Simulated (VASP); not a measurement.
# Ge: which input changes matter, part 3 of 3

Aim: change the input of a sound run on Ge piece by piece and see what each change does. All runs use LDA. The start is a computed cell from the Materials Project.

VASP 6.6.1; LDA; plane waves and PAW (Ge_d).

Still holding for the runs below: The k-mesh is coarse for a metal.

So far. Step 8 (Self-consistent run (LDA) with a changed input): The run ends at a pressure of -3.00 GPa.

The starting crystal is not the ambient structure of Ge (diamond type); it is a model or a phase of other conditions.

**9. Relaxing cell and atoms (LDA)**

Properties are meant for the cell that this level of theory prefers, so cell and atoms are relaxed first (ISIF = 3) until forces and stress are small; EDIFFG sets the threshold.

INCAR reads:

```
SYSTEM = Ge
PREC = Accurate
ENCUT = 410
EDIFF = 1E-06
NELM = 100
ISMEAR = -1
SIGMA = 0.05
LREAL = .FALSE.
ALGO = Normal
GGA = CA
NBANDS = 20
LORBIT = 11
LWAVE = .FALSE.
LCHARG = .FALSE.
KPAR = 2
IBRION = 2
NSW = 60
ISIF = 3
EDIFFG = -0.01
```

POSCAR reads:

```
Ge
1.0
   -2.5744897190      2.5744897190      1.3974126432
    2.5744897190     -2.5744897190      1.3974126432
    2.5744897190      2.5744897190     -1.3974126432
Ge
2
Direct
    0.2500000000      0.7500000000      0.5000000000
    0.5000000000      0.5000000000      0.0000000000
```

KPOINTS reads:

```
Automatic mesh
0
Gamma
9 9 9
0 0 0
```

The projector-augmented-wave data sets are Ge_d (LDA family, release 64).

Command:

```
> mpirun -np 2 vasp_std
```

The log of the run:

```text
[... set-up lines as in an earlier step ...]
 entering main loop
       N       E                     dE             d eps       ncg     rms          rms(c)
[... 10 cycles as in an earlier step ...]
   1 F= -.10011148E+02 E0= -.10007786E+02  d E =-.100111E+02
 curvature:   0.00 expect dE= 0.000E+00 dE for cont linesearch  0.000E+00
 trial: gam= 0.00000 g(F)=  0.511E-47 g(S)=  0.351E-01 ort = 0.000E+00 (trialstep = 0.100E+01)
 search vector abs. value=  0.351E-01
 bond charge predicted
       N       E                     dE             d eps       ncg     rms          rms(c)
DAV:   1    -0.108304529550E+02   -0.81931E+00   -0.98159E+00  3980   0.560E+01    0.537E+00
DAV:   2    -0.102224162191E+02    0.60804E+00   -0.78503E-01  3960   0.185E+01    0.260E+00
DAV:   3    -0.100361636973E+02    0.18625E+00   -0.24248E-01  4016   0.875E+00    0.633E-01
DAV:   4    -0.100223256806E+02    0.13838E-01   -0.25515E-02  3888   0.283E+00    0.154E-01
DAV:   5    -0.100221664042E+02    0.15928E-03   -0.50625E-04  3664   0.309E-01    0.528E-02
DAV:   6    -0.100221687164E+02   -0.23122E-05   -0.25998E-05  4428   0.666E-02    0.200E-03
DAV:   7    -0.100221686662E+02    0.50200E-07   -0.61976E-07  2276   0.115E-02
   2 F= -.10022169E+02 E0= -.10018910E+02  d E =-.110208E-01
[...]
3 F= -.10023959E+02 E0= -.10020740E+02  d E =-.128117E-01
[...]
4 F= -.10023951E+02 E0= -.10020731E+02  d E =-.128034E-01
[...]
5 F= -.10023961E+02 E0= -.10020757E+02  d E =-.932796E-05
 trial-energy change:   -0.000009  1 .order    0.000020   -0.000057    0.000096
 step:   0.6039(harm=  0.3517)  dis= 0.00000  next Energy=   -10.023977 (dE=-0.255E-04)
 bond charge predicted
       N       E                     dE             d eps       ncg     rms          rms(c)
DAV:   1    -0.100240956497E+02   -0.13490E-03   -0.16965E-03  3988   0.754E-01    0.677E-02
DAV:   2    -0.100239993341E+02    0.96316E-04   -0.14201E-04  3992   0.219E-01    0.342E-02
DAV:   3    -0.100239667352E+02    0.32599E-04   -0.51667E-05  4064   0.124E-01    0.702E-03
DAV:   4    -0.100239649278E+02    0.18074E-05   -0.59241E-06  3456   0.413E-02    0.234E-03
DAV:   5    -0.100239649043E+02    0.23527E-07   -0.18233E-07  1580   0.592E-03
   6 F= -.10023965E+02 E0= -.10020756E+02  d E =-.136488E-04
 curvature:  -0.14 expect dE=-0.168E-05 dE for cont linesearch -0.158E-05
 trial: gam=-0.23285 g(F)=  0.273E-49 g(S)=  0.116E-04 ort = 0.255E-04 (trialstep = 0.881E+00)
 search vector abs. value=  0.299E-05
 reached required accuracy - stopping structural energy minimisation
```

Run time: 1.9 min. Hardware: 2 MPI ranks of AMD EPYC 7571, shared host; peak memory 0.25 GiB; 3.7 min of CPU time.

From OUTCAR (step 9):

```text
   NELECT =      28.0000    total number of electrons

 E-fermi :   6.9611

 k-point     1 :       0.0000    0.0000    0.0000
  band No.  band energies     occupation
    ...
     10     -17.5824      2.00000
     11      -6.6910      2.00000
     12       2.9338      2.00000
     13       4.5129      2.00000
     14       4.5129      2.00000
     15      10.2354      0.00000
     16      14.7245      0.00000
     17      14.7245      0.00000
     18      15.2551      0.00000
     19      15.4524      0.00000
    ...

  Total        0.0153027      0.0153027     -0.0037655      0.0000000      0.0000000      0.0000000
  in kB        0.6866367      0.6866367     -0.1689585      0.0000000      0.0000000      0.0000000
  external PRESSURE =       0.4014383 kB  Pullay stress =       0.0000000 kB

 POSITION                                       TOTAL-FORCE (eV/Angst)
 -----------------------------------------------------------------------------------
      2.54106      0.00000      0.69125         0.000000      0.000000     -0.000000
      0.00000      0.00000      1.38250        -0.000000     -0.000000      0.000000
 -----------------------------------------------------------------------------------
    total drift:                                0.000000     -0.000000      0.000000

  FREE ENERGIE OF THE ION-ELECTRON SYSTEM (eV)
  ---------------------------------------------------
  free  energy   TOTEN  =       -10.0239649043 eV

  energy  without entropy=      -10.0175472555  energy(sigma->0) =      -10.02075608

[... 9 parts as in an earlier step ...]

[... 9 further parts left out ...]
```

CONTCAR:

```
Ge
   1.00000000000000
    -2.5410579137324731    2.5410579137324731    1.3824955385742999
     2.5410579137324731   -2.5410579137324731    1.3824955385742999
     2.5410579137324731    2.5410579137324731   -1.3824955385742999
  Ge
     2
Direct
     0.2500000000000000    0.7500000000000000    0.5000000000000000
     0.5000000000000000    0.5000000000000000    0.0000000000000000
```

Step by step:

| step | energy less that of the first step (eV) | largest force (eV/Å) | pressure (GPa) | volume (Å³) |
| --- | --- | --- | --- | --- |
| 1 | 0.0000 | 0.0000 | -3.00 | 37.05 |
| 2 | -0.0110 | 0.0000 | 0.93 | 35.22 |
| 3 | -0.0128 | 0.0000 | -0.04 | 35.70 |
| 4 | -0.0128 | 0.0000 | 0.11 | 35.67 |
| 5 | -0.0128 | 0.0000 | -0.26 | 35.73 |
| 6 | -0.0128 | 0.0000 | 0.04 | 35.71 |

| conventional cell, symmetrised | before | after | change |
| --- | --- | --- | --- |
| a (Å) | 5.149 | 5.082 | -1.3 % |
| b (Å) | 5.149 | 5.082 | -1.3 % |
| c (Å) | 2.795 | 2.765 | -1.1 % |
| volume (Å³/atom) | 18.52 | 17.85 | -3.6 % |

The relaxed structure:

```xyz
2
Lattice="-2.5411 2.5411 1.3825 2.5411 -2.5411 1.3825 2.5411 2.5411 -1.3825" Properties=species:S:1:pos:R:3 pbc="T T T"
Ge    2.5411    0.0000    0.6912
Ge    0.0000    0.0000    1.3825
```

Numbers from this step:

| Quantity | Value |
| --- | --- |
| free energy (TOTEN) | -10.02 eV |
| energy at zero smearing | -10.02 eV |
| Fermi energy | 6.961 eV |
| pressure | 0.04014 GPa |
| SCF cycles over all ionic steps | 38 |

It ends with forces that vanish by symmetry and a pressure of 0.04 GPa.

**10. The runs together**

| changed | job | ended | energy (meV/atom) | pressure (GPa) | volume (%) |
| --- | --- | --- | --- | --- | --- |
| EDIFF = 0.001, NELMDL = -12, NELECT = 28.02 | single point | converged, with a warning or advice | - | - | - |
| GGA = ZZ | single point | refused | - | - | - |
| LASPH = False (the default), NELMIN = 4, ENCUT = 400 | single point | converged | -0.10 | +0.03 | - |
| LREAL = Auto, IBRION = 1, EDIFF = 1e-08 | relaxation | converged, with a warning or advice | - | - | +0.0 |
| NELM = 75, NSW = 1 | relaxation | not converged | - | - | - |
| settings retyped at their values | single point | converged | +0.00 | -0.00 | - |

**11. Results**

```json
{
  "EDIFF = 0.001, NELMDL = -12, NELECT = 28.02 (single point)": "converged, with a warning or advice",
  "GGA = ZZ (single point)": "refused",
  "LASPH = False (the default), NELMIN = 4, ENCUT = 400 (single point)": "converged, -0.10 meV/atom",
  "LREAL = Auto, IBRION = 1, EDIFF = 1e-08 (relaxation)": "converged, with a warning or advice, volume +0.0 %",
  "NELM = 75, NSW = 1 (relaxation)": "not converged",
  "settings retyped at their values (single point)": "converged, +0.00 meV/atom"
}
```

**Reading.** Changes that show themselves, by a stop, a warning or no convergence: EDIFF = 0.001, NELMDL = -12, NELECT = 28.02; GGA = ZZ; LREAL = Auto, IBRION = 1, EDIFF = 1e-08; NELM = 75, NSW = 1 (where several settings stand together, the step names the one at fault, if it is known). Changes with no effect beyond 1 meV an atom and 0.1 GPa here: LASPH = False (the default), NELMIN = 4, ENCUT = 400; settings retyped at their values. Differences of single points are from the reference run, and of volumes from the sound relaxation. The k-sampling is coarse for a metal, so the Fermi level, pressures and the shape of the cell carry errors.

[Lines on the potential files, build, host, timing and source positions are cut from VASP's logs without a mark.]

[Logs are printed without paths, hosts, clocks, repeated set-up lines and the standing remarks that a program may print on its own settings, such as how far it seeks lower states.]

[Hosts, paths, dates, database ids (printed as entryN), source tags and the programs' standing remarks are cut or masked in the printed files.]

[A measured line is paired with the nearest computed mode of its activity, which favours agreement.]

[In band tables of VASP the shares of atoms and orbitals are scaled to a sum of 1 inside the atoms' spheres.]
